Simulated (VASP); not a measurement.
Consider the following.

```yaml
crystal:
  lattice:
    - [0.00000, 2.00101, 2.00101]
    - [2.00101, 0.00000, 2.00101]
    - [2.00101, 2.00101, 0.00000]
  atoms:
    - { symbol: Ag, position: [0.00000, 0.00000, 0.00000] }
```

The numbers are results of LDA (Ceperley-Alder, Perdew-Zunger), VASP's LDA PAW potentials (set 64) (plane waves; VASP), not measurements. Run with 520 eV cut-off, Gaussian smearing of 0.050 eV, potentials Ag.

Give the energies of bands 1 to 7 at the high-symmetry points, in eV from the Fermi level.

| band | Γ | X | U | L | W |
|---|---|---|---|---|---|
| 1 | -8.36 | -6.91 | -6.43 | -6.86 | -6.08 |
| 2 | -5.07 | -6.75 | -5.96 | -5.09 | -5.39 |
| 3 | -5.07 | -3.03 | -4.29 | -5.09 | -5.39 |
| 4 | -5.07 | -2.76 | -3.65 | -3.00 | -3.90 |
| 5 | -3.89 | -2.76 | -3.09 | -3.00 | -2.76 |
| 6 | -3.89 | 1.42 | 4.38 | -0.67 | 6.11 |
| 7 | 16.08 | 7.16 | 5.39 | 3.87 | 6.11 |

It has no gap at this level: it comes out as a metal or semimetal.

The compound is Ag in the fcc structure. It was relaxed first, which changed the volume by -6 %.
